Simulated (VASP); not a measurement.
Level of theory: PBEsol GGA, VASP's PBE PAW potentials (set 64) (plane waves; VASP 6.6.1).

VASP ran on this input.

### POSCAR
```
PbO
1.0
  5.5186913588   0.0000000000   0.0000000000
  0.0000000000   5.9074538674   0.0000000000
  0.0000000000   0.0000000000   4.7105531255
Pb O
4 4
Cart
  2.7023270719   1.5904275637   3.8144383535
  2.8163642869   4.3170263037   1.4591617907
  0.0570186075   1.5904275637   1.4591617907
  5.4616727513   4.3170263037   3.8144383535
  0.5029219781   2.1457542377   3.8144437499
  5.0157693807   3.7616996297   1.4591671871
  2.2564237013   2.1457542377   1.4591671871
  3.2622676575   3.7616996297   3.8144437499
```

INCAR:
```
! general
SYSTEM   = PbO
PREC     = Accurate
ENCUT    = 520
LREAL    = .FALSE.
LASPH    = .TRUE.   ! aspherical one-centre terms

! electronic loop
EDIFF    = 1E-7
NELM     = 100   ! most electronic steps
ALGO     = Normal
LMAXMIX  = 4   ! l cut-off of mixed one-centre charges

! smearing
ISMEAR   = 0   ! Gaussian
SIGMA    = 0.01   ! width (eV)

! functional
GGA      = PS

! ions
ISIF     = 2   ! forces and stress, cell fixed

! output
LWAVE    = .FALSE.
LCHARG   = .FALSE.

! other
LCALCPOL = .TRUE.
DIPOL    = 0.123 0.137 0.151
```

KPOINTS:
```
K-points
0
gamma
  5 4 5
```

POTCAR, in this order: Pb_d O (PBE.64 set). Program: vasp_std.

What VASP printed:

**OSZICAR**
```
       N       E                     dE             d eps       ncg     rms          rms(c)
DAV:   1     0.112225785617E+04    0.11223E+04   -0.38531E+04  2600   0.202E+03
DAV:   2     0.143996645173E+03   -0.97826E+03   -0.93868E+03  2696   0.571E+02
DAV:   3    -0.408912794148E+02   -0.18489E+03   -0.17710E+03  3456   0.264E+02
DAV:   4    -0.532358805330E+02   -0.12345E+02   -0.12263E+02  3368   0.706E+01
DAV:   5    -0.535309017318E+02   -0.29502E+00   -0.29490E+00  3040   0.112E+01    0.158E+01
DAV:   6    -0.459548005009E+02    0.75761E+01   -0.40440E+01  3704   0.423E+01    0.712E+00
DAV:   7    -0.457246225130E+02    0.23018E+00   -0.50949E+00  3376   0.129E+01    0.362E+00
DAV:   8    -0.456863130236E+02    0.38309E-01   -0.14366E+00  3816   0.646E+00    0.150E+00
DAV:   9    -0.456271162125E+02    0.59197E-01   -0.19731E-01  3648   0.389E+00    0.260E-01
DAV:  10    -0.456310883206E+02   -0.39721E-02   -0.31411E-02  3200   0.994E-01    0.776E-02
DAV:  11    -0.456311744162E+02   -0.86096E-04   -0.20114E-03  4128   0.345E-01    0.554E-02
DAV:  12    -0.456311708577E+02    0.35584E-05   -0.20572E-04  3536   0.117E-01    0.537E-02
DAV:  13    -0.456311365107E+02    0.34347E-04   -0.89310E-05  4160   0.616E-02    0.163E-02
DAV:  14    -0.456311320646E+02    0.44460E-05   -0.12661E-05  3680   0.246E-02    0.261E-03
DAV:  15    -0.456311314500E+02    0.61462E-06   -0.12269E-06  3296   0.997E-03    0.967E-04
DAV:  16    -0.456311316551E+02   -0.20513E-06   -0.11272E-07  1888   0.275E-03    0.706E-04
DAV:  17    -0.456311317700E+02   -0.11489E-06   -0.34054E-08  1856   0.188E-03    0.270E-04
DAV:  18    -0.456311317223E+02    0.47765E-07   -0.55913E-08  1784   0.126E-03
   1 F= -.45631132E+02 E0= -.45631132E+02  d E =-.597405E-16
```

### OUTCAR
```
------------------------ aborting loop because EDIFF is reached ----------------------------------------
  FORCE on cell =-STRESS in cart. coord.  units (eV):
  Direction    XX          YY          ZZ          XY          YZ          ZX
  --------------------------------------------------------------------------------------
  Total       -0.0482900     -0.0372060      0.1169234      0.0000000      0.0000000     -0.0000000
  in kB       -0.5038014     -0.3881644      1.2198424      0.0000000      0.0000000     -0.0000000
  external PRESSURE =       0.1092922 kB  Pullay stress =       0.0000000 kB
  volume of cell :      153.57
      direct lattice vectors                 reciprocal lattice vectors
     5.518691359  0.000000000  0.000000000     0.181202378  0.000000000  0.000000000
     0.000000000  5.907453867  0.000000000     0.000000000  0.169277666  0.000000000
     0.000000000  0.000000000  4.710553125     0.000000000  0.000000000  0.212289295
 POSITION                                       TOTAL-FORCE (eV/Angst)
 -----------------------------------------------------------------------------------
      2.70233      1.59043      3.81444        -0.005169      0.009050      0.000000
      2.81636      4.31703      1.45916         0.005169     -0.009050      0.000000
      0.05702      1.59043      1.45916         0.005169      0.009050      0.000000
      5.46167      4.31703      3.81444        -0.005169     -0.009050      0.000000
      0.50292      2.14575      3.81444         0.013476      0.009773      0.000000
      5.01577      3.76170      1.45917        -0.013476     -0.009773      0.000000
      2.25642      2.14575      1.45917        -0.013476      0.009773      0.000000
      3.26227      3.76170      3.81444         0.013476     -0.009773      0.000000
 -----------------------------------------------------------------------------------
    total drift:                                0.000000      0.000000     -0.024269
  FREE ENERGIE OF THE ION-ELECTRON SYSTEM (eV)
  ---------------------------------------------------
  free  energy   TOTEN  =       -45.6311317223 eV

  energy  without entropy=      -45.6311317223  energy(sigma->0) =      -45.63113172

            Ionic dipole moment: p[ion]=(    56.06990     6.14375   -34.38147 ) |e| Angst

 Total electronic dipole moment: p[elc]=(    -0.00000    -0.00000    -3.67969 ) |e| Angst
```
(Selected blocks of OUTCAR.)

### OUTCAR
```
 val. band max:        4.6715497197   @ k =   0.0000   0.5000   0.0000

 cond. band min:       6.6647394244   @ k =   0.4000   0.5000   0.4000


 Fermi energy:         4.7240604959

 k-point     1 :       0.0000    0.0000    0.0000
  band No.  band energies     occupation
      1     -12.9406      2.00000
      2     -12.8163      2.00000
      3     -12.7067      2.00000
      4     -12.6101      2.00000
      5     -10.7785      2.00000
      6     -10.7174      2.00000
      7     -10.7131      2.00000
      8     -10.7111      2.00000
      9     -10.6764      2.00000
     10     -10.6334      2.00000
     11     -10.6174      2.00000
     12     -10.5624      2.00000
     13     -10.5451      2.00000
     14     -10.5258      2.00000
     15     -10.4856      2.00000
     16     -10.4848      2.00000
     17     -10.4706      2.00000
     18     -10.4565      2.00000
     19     -10.4458      2.00000
     20     -10.4244      2.00000
     21     -10.4035      2.00000
     22      -9.4303      2.00000
     23      -9.4101      2.00000
     24      -9.2753      2.00000
     25      -2.1845      2.00000
     26      -1.7672      2.00000
     27      -1.5179      2.00000
     28      -0.8581      2.00000
     29       0.0648      2.00000
     30       0.6568      2.00000
     31       0.6686      2.00000
     32       1.7909      2.00000
     33       2.0507      2.00000
     34       2.6209      2.00000
     35       2.7116      2.00000
     36       2.8064      2.00000
     37       3.3427      2.00000
     38       3.4554      2.00000
     39       4.3197      2.00000
     40       4.6110      2.00000
     41       7.9731      0.00000
     42       8.4694      0.00000
     43       9.2574      0.00000
     44       9.9001      0.00000
     45      10.2330      0.00000
     46      10.6206      0.00000
     47      11.7585      0.00000
     48      11.9421      0.00000

 k-point     2 :       0.2000    0.0000    0.0000
  band No.  band energies     occupation
...
```

Without a dispersion term in the relaxation, distances and binding between the weakly bound layers, chains or molecules are unreliable, and so is what depends on them. Unless said otherwise, spin-orbit coupling is left out, though it shifts the bands of the heavy elements here.

The structure comes from a computed database's PbO entry (Pca2_1); how it stands against other phases isn't given here. It was relaxed first, which changed the volume by -18 %. The relaxed cell has space group Pbcm.
